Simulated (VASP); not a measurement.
Data:

```
CELL_PARAMETERS angstrom
      1.88633    -3.26723     0.00000
      1.88633     3.26723     0.00000
      0.00000     0.00000     4.80087
ATOMIC_POSITIONS crystal
  Pt 0.00000 0.00000 0.00000
  Se 0.33333 0.66667 0.26648
  Se 0.66667 0.33333 0.73352
```

These are PBE GGA with D3 dispersion (Becke-Johnson damping), VASP's PBE PAW potentials (set 64) (plane waves; VASP) values and carry that method's errors. Run with 520 eV cut-off, Gaussian smearing of 0.050 eV, potentials Pt Se.

Unless said otherwise, spin-orbit coupling is left out, though it shifts the bands of the heavy elements here.

Question: Estimate the band gap (along the path) with the smallest direct gap where there is one.

Answer: 
```json
{
  "band gap (along the path)": "none (metal, semimetal or under 0.01 eV)"
}
```

The absolute energy has meaning only against runs of the same code, potentials and settings.

The compound is PtSe2 in the 1T layered structure. It was relaxed first.
